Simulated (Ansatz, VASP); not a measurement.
**Cross-check of In2O3 between VASP and Ansatz**

Wanted: the spread between two codes on one cell, functional and k mesh. The cell is taken from a series of runs on this material, whose earlier steps may have relaxed, scaled, displaced or heated it; both programs get it as it stands.

Method: plane waves, with VASP 6.6.1 beside it; single point at LDA, in Ansatz 0.2.0.

### Step 1. The structure

Symmetry: R-3c, No. 167, trigonal system. Conventional cell: a = 5.377 Å, b = 5.377 Å, c = 14.510 Å, α = 90.00°, β = 90.00°, γ = 120.00°. Nearest to In lie 6 O at 2.09 to 2.22 Å. O has 4 In at 2.09 to 2.22 Å nearest. Farther neighbours and most contacts between anions are not listed.

### Step 2. VASP: single point, LDA, pair 1

A single point gives forces, pressure and levels at one fixed geometry, so differences don't come from the geometry; what else differs is listed under the comparison.

Lines of VASP's logs that name or quote its potential files are left out, and so is its time.

The input, INCAR:

```
SYSTEM = In2O3
PREC = Accurate
ENCUT = 600
EDIFF = 1E-06
NELM = 120
ISMEAR = -1
SIGMA = 0.02
LREAL = .FALSE.
ALGO = Normal
GGA = PW92
NBANDS = 54
LORBIT = 11
LWAVE = .FALSE.
LCHARG = .FALSE.
ISIF = 2
LASPH = .TRUE.
GGA_COMPAT = .FALSE.
EFERMI = MIDGAP
KPAR = 2
```

The input, POSCAR:

```
In2O3
1.0
    2.6886300000      1.5522812542      4.8366666667
   -2.6886300000      1.5522812542      4.8366666667
    0.0000000000     -3.1045625085      4.8366666667
In O
4 6
Direct
    0.3567947418      0.3567947418      0.3567947418
    0.1432052582      0.1432052582      0.1432052582
    0.6432052582      0.6432052582      0.6432052582
    0.8567947418      0.8567947418      0.8567947418
    0.5455471797      0.9544528203      0.2500000000
    0.2500000000      0.5455471797      0.9544528203
    0.9544528203      0.2500000000      0.5455471797
    0.4544528203      0.0455471797      0.7500000000
    0.7500000000      0.4544528203      0.0455471797
    0.0455471797      0.7500000000      0.4544528203
```

The input, KPOINTS:

```
Automatic mesh
0
Gamma
6 6 6
0 0 0
```

The projector-augmented-wave data sets are In_d and O (LDA family, release 64).

Launch:

```sh
$ mpirun -np 2 vasp_std
```

Numbers of over 12 decimals in the logs are rounded to 6 here.

Log:

```text
[banner, memory and clock lines left out]
running    2 mpi-ranks, on    1 nodes
 distrk:  each k-point on    1 cores,    2 groups
 distr:  one band on    1 cores,    1 groups

 POSCAR found type information on POSCAR InO
 POSCAR found :  2 types and      10 ions
|                                                                             |
|               ----> ADVICE to this user running VASP <----                  |
|                                                                             |
|     You enforced a specific xc type in the INCAR file but a different       |
|     [... a line on the potential file left out ...]
|     I HOPE YOU KNOW WHAT YOU ARE DOING!                                     |
|                                                                             |

 LDA part: xc-table for (Slater(with rela. corr.)+PW92), standard interpolation
 POSCAR, INCAR and KPOINTS ok, starting setup
 FFT: planning ... GRIDC
 FFT: planning ... GRID_SOFT
 FFT: planning ... GRID
 WAVECAR not read
 entering main loop
       N       E                     dE             d eps       ncg     rms          rms(c)
DAV:   1     0.134446429250E+04    0.13445E+04   -0.45383E+04  3528   0.263E+03
DAV:   2     0.216470751534E+03   -0.11280E+04   -0.10800E+04  3542   0.707E+02
DAV:   3    -0.490989495101E+02   -0.26557E+03   -0.25741E+03  3742   0.294E+02
DAV:   4    -0.729401911191E+02   -0.23841E+02   -0.23613E+02  4752   0.934E+01
DAV:   5    -0.734525855719E+02   -0.51239E+00   -0.51129E+00  4456   0.146E+01    0.242E+01
DAV:   6    -0.637070737043E+02    0.97455E+01   -0.37064E+01  5356   0.654E+01    0.198E+01
DAV:   7    -0.637799243642E+02   -0.72851E-01   -0.37579E+00  4106   0.115E+01    0.472E+00
DAV:   8    -0.636738795458E+02    0.10604E+00   -0.30398E-01  5346   0.371E+00    0.227E+00
DAV:   9    -0.636313865023E+02    0.42493E-01   -0.55147E-02  5568   0.306E+00    0.413E-01
DAV:  10    -0.636288532036E+02    0.25333E-02   -0.15602E-02  5098   0.127E+00    0.129E-01
DAV:  11    -0.636290292939E+02   -0.17609E-03   -0.14317E-03  4360   0.232E-01    0.616E-02
DAV:  12    -0.636290159166E+02    0.13377E-04   -0.26229E-04  5528   0.124E-01    0.307E-02
DAV:  13    -0.636290108076E+02    0.51090E-05   -0.38946E-05  5072   0.619E-02    0.532E-03
DAV:  14    -0.636290108238E+02   -0.16220E-07   -0.12110E-06  2556   0.828E-03
   1 F= -.63629011E+02 E0= -.63629011E+02  d E =-.399204E-17
```

OUTCAR, selected parts (step 2):

```text
ion  position               nearest neighbor table
   1  0.357  0.357  0.357-   9 2.09   8 2.09  10 2.09   7 2.22   6 2.22   5 2.22   2 3.10   3 3.18
                             3 3.18   3 3.18   2 3.56   2 3.56   2 3.56   4 3.94   4 3.94   4 3.94
   2  0.143  0.143  0.143-  10 2.09   8 2.09   9 2.09   6 2.22   7 2.22   5 2.22   1 3.10   4 3.18
                             4 3.18   4 3.18   1 3.56   1 3.56   1 3.56   3 3.94   3 3.94   3 3.94
   3  0.643  0.643  0.643-   6 2.09   5 2.09   7 2.09  10 2.22   9 2.22   8 2.22   4 3.10   1 3.18
                             1 3.18   1 3.18   4 3.56   4 3.56   4 3.56   2 3.94   2 3.94   2 3.94
   4  0.857  0.857  0.857-   7 2.09   5 2.09   6 2.09   9 2.22  10 2.22   8 2.22   3 3.10   2 3.18
                             2 3.18   2 3.18   3 3.56   3 3.56   3 3.56   1 3.94   1 3.94   1 3.94
   5  0.546  0.954  0.250-   3 2.09   4 2.09   1 2.22   2 2.22
   6  0.250  0.546  0.954-   3 2.09   4 2.09   2 2.22   1 2.22
   7  0.954  0.250  0.546-   4 2.09   3 2.09   1 2.22   2 2.22
   8  0.454  0.046  0.750-   1 2.09   2 2.09   3 2.22   4 2.22
   9  0.750  0.454  0.046-   1 2.09   2 2.09   4 2.22   3 2.22
  10  0.046  0.750  0.454-   2 2.09   1 2.09   3 2.22   4 2.22

  LATTYP: Found a trigonal (rhomboedric) cell.
 ALAT       =     5.7473170100
 COS(alpha) =     0.5623148913

 Subroutine GETGRP returns: Found 12 space group operations
 (whereof  6 operations were pure point group operations)

The static configuration has the point symmetry S_6 .
 The point group associated with its full space group is D_3d.

 Found     32 irreducible k-points:

   k-points           NKPTS =     32   k-points in BZ     NKDIM =     32   number of bands    NBANDS=     54

   dimension x,y,z NGX =    48 NGY =   48 NGZ =   48
   dimension x,y,z NGXF=    96 NGYF=   96 NGZF=   96

   ENCUT  =  600.0 eV  44.10 Ry    6.64 a.u.  11.48 11.48 11.48*2*pi/ulx,y,z

   NELECT =      88.0000    total number of electrons

 k-points in reciprocal lattice and weights: Automatic mesh
   0.00000000  0.00000000  0.00000000       0.005
   0.16666667  0.00000000 -0.00000000       0.028
   0.33333333  0.00000000 -0.00000000       0.028
   0.50000000  0.00000000  0.00000000       0.014
   0.16666667  0.16666667 -0.00000000       0.028
   0.33333333  0.16666667 -0.00000000       0.056
   0.50000000  0.16666667 -0.00000000       0.056
  -0.33333333  0.16666667  0.00000000       0.056
  -0.16666667  0.16666667  0.00000000       0.028
[...]
-0.33333333  0.50000000  0.33333333       0.028
   0.50000000  0.50000000  0.50000000       0.005

 average (electrostatic) potential at core
       1 -92.0522       2 -92.0522       3 -92.0522       4 -92.0522       5 -68.4843
       6 -68.4843       7 -68.4843       8 -68.4843       9 -68.4843      10 -68.4843

 E-fermi :   6.5753

 k-point     1 :       0.0000    0.0000    0.0000
  band No.  band energies     occupation
    ...
     40       5.3432      2.00000
     41       5.5078      2.00000
     42       5.5078      2.00000
     43       5.8447      2.00000
     44       5.8447      2.00000
     45       7.3059      0.00000
     46      11.3947      0.00000
     47      12.2649      0.00000
     48      13.3743      0.00000
     49      15.0004      0.00000
    ...

 k-point     2 :       0.1667    0.0000   -0.0000
  band No.  band energies     occupation
    ...
     40       5.2477      2.00000
     41       5.5417      2.00000
     42       5.5946      2.00000
     43       5.6087      2.00000
     44       5.7627      2.00000
     45       8.1627      0.00000
     46      11.7457      0.00000
     47      12.1132      0.00000
     48      13.0686      0.00000
     49      14.1505      0.00000
    ...

 k-point     3 :       0.3333    0.0000   -0.0000
  band No.  band energies     occupation
    ...
     40       5.1401      2.00000
     41       5.1434      2.00000
     42       5.2261      2.00000
     43       5.6427      2.00000
     44       5.7946      2.00000
     45       9.5960      0.00000
     46      11.8673      0.00000
     47      12.0152      0.00000
     48      12.3174      0.00000
     49      13.7588      0.00000
    ...

  Total        5.2080459      5.2080459      1.7786934     -0.0000000     -0.0000000      0.0000000
  in kB       68.8948131     68.8948131     23.5295068     -0.0000000     -0.0000000      0.0000000
  external PRESSURE =      53.7730444 kB  Pullay stress =       0.0000000 kB

  energy-cutoff  :      600.00
  volume of cell :      121.12
      direct lattice vectors                 reciprocal lattice vectors
     2.688630000  1.552281254  4.836666667     0.185968318  0.107368859  0.068917988
    -2.688630000  1.552281254  4.836666667    -0.185968318  0.107368859  0.068917988
     0.000000000 -3.104562508  4.836666667     0.000000000 -0.214737717  0.068917988

 POSITION                                       TOTAL-FORCE (eV/Angst)
 -----------------------------------------------------------------------------------
      0.00000     -0.00000      5.17709         0.000000      0.000000     -0.003498
      0.00000     -0.00000      2.07791         0.000000     -0.000000      0.003498
      0.00000     -0.00000      9.33291         0.000000     -0.000000      0.003498
      0.00000     -0.00000     12.43209         0.000000      0.000000     -0.003498
     -1.09940      1.55228      8.46417        -0.000092      0.000000     -0.000000
     -0.79462     -1.72825      8.46417         0.000046     -0.000079     -0.000000
      1.89401      0.17596      8.46417         0.000046      0.000079     -0.000000
      1.09940     -1.55228      6.04583         0.000092      0.000000     -0.000000
      0.79462      1.72825      6.04583        -0.000046      0.000079     -0.000000
     -1.89401     -0.17596      6.04583        -0.000046     -0.000079     -0.000000
 -----------------------------------------------------------------------------------
    total drift:                                0.000000      0.000000      0.000000

  FREE ENERGIE OF THE ION-ELECTRON SYSTEM (eV)
  ---------------------------------------------------
  free  energy   TOTEN  =       -63.6290108238 eV

  energy  without entropy=      -63.6290108238  energy(sigma->0) =      -63.62901082

 total charge
# of ion       s       p       d       tot
------------------------------------------
    1        0.668   0.724  10.096  11.488
    2        0.668   0.724  10.096  11.488
    3        0.668   0.724  10.096  11.488
    4        0.668   0.724  10.096  11.488
    5        1.549   3.458   0.000   5.007
    6        1.549   3.458   0.000   5.007
    7        1.549   3.458   0.000   5.007
    8        1.549   3.458   0.000   5.007
    9        1.549   3.458   0.000   5.007
   10        1.549   3.458   0.000   5.007
--------------------------------------------------
tot         11.966  23.641  40.385  75.992

[... 3 further parts left out ...]
```

The gap is read on the k-mesh alone, so it is an upper bound where the band edges lie off the mesh.

### Step 3. Ansatz: single point, LDA, pair 1

Ansatz runs on its PAW soft_1 files.

The same cell, functional (in two slightly different forms), mesh and smearing now go to Ansatz, which takes its cutoff from its data sets.

The input, input.yaml:

```yaml
crystal:
  lattice:
    - [2.68863, 1.5522812542, 4.8366666667]
    - [-2.68863, 1.5522812542, 4.8366666667]
    - [0.0, -3.1045625085, 4.8366666667]
  atoms:
    - { symbol: In, position: [0.3567947418, 0.3567947418, 0.3567947418] }
    - { symbol: In, position: [0.1432052582, 0.1432052582, 0.1432052582] }
    - { symbol: In, position: [0.6432052582, 0.6432052582, 0.6432052582] }
    - { symbol: In, position: [0.8567947418, 0.8567947418, 0.8567947418] }
    - { symbol: O, position: [0.5455471797, 0.9544528203, 0.25] }
    - { symbol: O, position: [0.25, 0.5455471797, 0.9544528203] }
    - { symbol: O, position: [0.9544528203, 0.25, 0.5455471797] }
    - { symbol: O, position: [0.4544528203, 0.0455471797, 0.75] }
    - { symbol: O, position: [0.75, 0.4544528203, 0.0455471797] }
    - { symbol: O, position: [0.0455471797, 0.75, 0.4544528203] }
kpoints:
  mp_grid: { grid: [6, 6, 6] }
  band_path:
    path:
      - [0.0, 0.0, 0.0]
      - [0.5, 0.5, 0.5]
      - [0.76183349, 0.23816651, 0.5]
      - [0.5, -0.23816651, 0.23816651]
      - [0.5, 0.0, 0.0]
      - [0.36908326, -0.36908326, 0.0]
      - [0.63091674, 0.0, 0.36908326]
      - [0.5, 0.0, 0.5]
      - [0.3, 0.0, 0.0]
    npoints: 1
hamiltonian:
  xc: lda
  pseudopotentials: { kind: paw, azcp: { folder: soft_1 }, xc_functional: pbe }
scf:
  occupations: { method: fermi_dirac, width: 0.02 }
  n_extra_bands: 7
output:
  eigenvalues: true
  forces: true
  stress: true
```

Launch:

```sh
$ ansatz run input.yaml --threads 4 --pin off --max-ram 138240MiB --backend cuda --events-out ev --progress --plain --runs-dir out --devices 1 --max-vram 26GiB
```

Log:

```text
scf.n_extra_bands = 7 over 44 filled bands (N_el = 88.0): the run solves 51 bands
GPUs: using 1 of 1 available (devices: 1).
Engine: ansatz 0.2.0, x86_64-unknown-linux-gnu
Pseudopotentials: kind: paw
Pseudopotential: In, paw, valence charge 13, recommended cutoff 420 eV (normal), soft_1/In.paw.azcp
Pseudopotential: O, paw, valence charge 6, recommended cutoff 420 eV (normal), soft_1/O.paw.azcp
Functional definition: SPW92
  exchange = slater_x
  correlation = pw_c
device memory: the entry about to start is reckoned to put 2.8 GiB on a device that reports 75.2 GiB free (of which the cap on the GPU budget leaves the run 26.0 GiB)
GPU FFT provider: cuFFT
GPU libraries: cuBLAS 13.8.2, cuFFT 12.4.0, cuSOLVER 12.3.4
Crystal: 10 atoms, lattice volume = 121.115 Å³
Basis set: ecut = 420 eV, 2339 PW (Γ)
Bands: 51, of which v1, the nominal top of the filled ones, is band 44 counted from 1 (43 counted from 0)
Symmetry: 12 space group operations
Space group: R-3c (ITA 167), of the structure as read, at distance tolerance 4.9e-5 Å
k-points: 32 of 216
Non-local potential: In, projectors of the file, l = 0: 2, l = 1: 2, l = 2: 2, l = 3: 1
Non-local potential: O, projectors of the file, l = 0: 2, l = 1: 2, l = 2: 1
PAW form: soft (Blöchl's): semilocal exchange-correlation on the pseudo side does not see the compensation charge
PAW frozen core: In, regenerated for the run's functional, and the local potential with it (the file was generated under x = pbe(κ = 0.804, μ = 0.219515), c = pbe(β = 0.066725))
PAW frozen core: O, regenerated for the run's functional, and the local potential with it (the file was generated under x = pbe(κ = 0.804, μ = 0.219515), c = pbe(β = 0.066725))
PAW one-centre angular grid: In, 590 points (default); XC on 64 Gauss nodes
PAW one-centre angular grid: O, 110 points (default); XC on 64 Gauss nodes
Initial density: superposition of atomic densities (chi_scale 0.1, normalization cell, long waves kept (reshape's long-wave potential 0.00 eV rms))
Initial wavefunctions: pseudopotential atomic-orbital guess
GPU buffer pool allocated for 64000 grid points (all kernels)
GPU transforms: local potential and band sums: pruned to the plane-wave sphere, on 40×40×40
Functional: x = slater, c = lda
SCF iter   1: F=—  HF=-25162.546740 eV  |F-HF|=—  |Δ(HF+E_count)|=         —  Δρ=6.16e-2  dr2=3.19e0  ethr=3.10e-3  ⟨swp⟩=6.9  Hψ=6150  notcnv=0
preconditioner: auto → Resta (q_TF=auto, 2.587 Å⁻¹)  ε∞=4.9  [insulator: Δε(μ)=1.672 eV  Ē_g=16.018 eV  σ=0.020 eV  W_gap=1.00  n_scr=32 (ndim 8)  ℏωp=31.7 eV  f_vac=0.000  D(μ)=0.00/eV (n_scr^D=0)  ε∞_Penn≈4.9]
SCF iter   2: F=—  HF=-25161.847883 eV  |F-HF|=—  |Δ(HF+E_count)|=   6.99e-1  Δρ=3.10e-2  dr2=8.35e-1  ethr=3.10e-3  ⟨swp⟩=3.0  Hψ=2656  notcnv=0  defer=96
SCF iter   3: F=—  HF=-25161.555260 eV  |F-HF|=—  |Δ(HF+E_count)|=   2.93e-1  Δρ=4.69e-3  dr2=3.77e-2  ethr=9.49e-4  ⟨swp⟩=2.5  Hψ=2728  notcnv=0  defer=96
SCF iter   4: F=—  HF=-25161.548786 eV  |F-HF|=—  |Δ(HF+E_count)|=   6.47e-3  Δρ=2.44e-3  dr2=5.95e-3  ethr=4.29e-5  ⟨swp⟩=2.6  Hψ=3022  notcnv=0  defer=96
SCF iter   5: F=—  HF=-25161.548423 eV  |F-HF|=—  |Δ(HF+E_count)|=   3.62e-4  Δρ=1.10e-3  dr2=1.30e-3  ethr=6.76e-6  ⟨swp⟩=2.2  Hψ=3029  notcnv=0  defer=96
SCF iter   6: F=—  HF=-25161.547839 eV  |F-HF|=—  |Δ(HF+E_count)|=   5.84e-4  Δρ=1.44e-4  dr2=3.05e-5  ethr=1.47e-6  ⟨swp⟩=2.8  Hψ=2783  notcnv=0  defer=96
SCF iter   7: F=—  HF=-25161.548080 eV  |F-HF|=—  |Δ(HF+E_count)|=   2.40e-4  Δρ=2.50e-5  dr2=1.00e-6  ethr=3.47e-8  ⟨swp⟩=2.4  Hψ=2540  notcnv=0  defer=96
SCF iter   8: F=-25161.548080 eV  HF=-25161.548080 eV  |F-HF|=6.28e-9  |Δ(HF+E_count)|=   1.83e-7  Δρ=5.35e-6  dr2=3.27e-8  ethr=1.14e-10  ⟨swp⟩=11.2  Hψ=7353  notcnv=0
SCF 1 converged in 8 iterations: F = -25161.548080 eV  dr2 = 3.27e-8
  greatest PAW one-centre occupation: 0.992 electrons in one spin orbital (limit 2), on the In atom at site 1 (counted from 0), in its partial waves of l = 2
concurrent solve slots: 3 of 4 are kept, ahead of what memory takes: no pass of the eigensolver takes more rounds on 3
device memory: the entry about to start is reckoned to put 2.7 GiB on a device that reports 73.3 GiB free (of which the cap on the GPU budget leaves the run 26.0 GiB)
NSCF: frozen V_eff on 9 k-points
SCF converged after 8 iterations
Free energy (F): -25161.548080 eV
Harris-Foulkes:  -25161.548080 eV  (|F-HF|=6.28e-9)
Internal energy: -25161.548080 eV  (E = F + TS)
E sigma→0 (E₀):  -25161.548080 eV
Fermi energy:    10.050281 eV
--- Per-component energies (eV) ---
  E_band       = 66.822433
  E_kinetic    = 1901.703619
  E_local      = -5481.591819  (includes V_loc(G=0)·N_el)
  E_nonlocal   = 1658.793648
  E_hartree    = 2147.840059
  E_xc         = -986.255340
  E_vxc        = -901.443717  (∫ρ·V_xc dr)
  E_paw        = -17206.918634  (= ΣΔE_a)
  E_vpaw       = -1406.323673  (= ΣTr[D̂ρ^β])
  E_aug_tail   = 0.004983  (compensation charges beyond the density's cutoff)
  E_ewald      = -7196.844263
  E_core_change = 1.719667  (= ΣΔE_core)
  E_smearing   = -0.000000  (= −TS)
  E_closure    = -0.000000  (closes the sum)
  Σ components = -25161.548080   (vs F -25161.548080, Δ=0.00e0)
--- Forces (eV/Å), atoms counted from 1 ---
  atom   1  In     0.00000000    -0.00000000     0.00021642
  atom   2  In     0.00000000     0.00000000    -0.00021642
  atom   3  In    -0.00000000     0.00000000    -0.00021642
  atom   4  In    -0.00000000    -0.00000000     0.00021642
  atom   5  O      0.00488889     0.00000000     0.00000000
  atom   6  O     -0.00244445     0.00423391     0.00000000
  atom   7  O     -0.00244445    -0.00423391    -0.00000000
  atom   8  O     -0.00488889     0.00000000     0.00000000
  atom   9  O      0.00244445    -0.00423391    -0.00000000
  atom  10  O      0.00244445     0.00423391     0.00000000
  max |Σ_I F_I| component: 8.67e-18 eV/Å
--- Stress (GPa, compression-positive) ---
        6.282409       0.000000       0.000000
        0.000000       6.282409       0.000000
       -0.000000       0.000000       1.887009
  P = ⅓ Tr σ = 4.8173 GPa (48.173 kbar)
--- Band table (eV; the first three rows and the last of 32) ---
  k-point 0: bands = [... 40 lower, 8.9790, 8.9790, 9.3141, 9.3141, 10.7487, 14.8631, 15.7033, 16.8284, ... 3 higher]
  k-point 1: bands = [... 40 lower, 9.0127, 9.0645, 9.0795, 9.2310, 11.6106, 15.2096, 15.5542, 16.5236, ... 3 higher]
  k-point 2: bands = [... 40 lower, 8.6139, 8.6966, 9.1128, 9.2634, 13.0457, 15.3133, 15.4655, 15.7723, ... 3 higher]
  k-point 31: bands = [... 40 lower, 9.1158, 9.1158, 9.1158, 9.1158, 13.8516, 13.8516, 16.7160, 16.7160, ... 3 higher]
```

### Step 4. Side by side

Known differences besides the potentials themselves: the cutoff is 420 eV in Ansatz and 600 eV in VASP; VASP's log shows a relativistic correction to its local exchange, Ansatz's none. Total energies have different zeros and are not compared.

Both answers:

```
              quantity  Ansatz   VASP  difference
        pressure (GPa)    4.82   5.38       -0.56
gap on the k mesh (eV)   1.435  1.461      -0.027
```

At this near-relaxed geometry the largest component of a force difference is 5 meV/Å. A gap on the mesh is an upper bound, since the band edges may lie between its points.

[end of part 1 of 2]

[Lines on the potential files, build, host, timing and source positions are cut from VASP's logs without a mark.]

[Logs are printed without paths, hosts, clocks, repeated set-up lines and the standing remarks that a program may print on its own settings, such as how far it seeks lower states.]

[Hosts, paths, dates, database ids (printed as entryN), source tags and the programs' standing remarks are cut or masked in the printed files.]
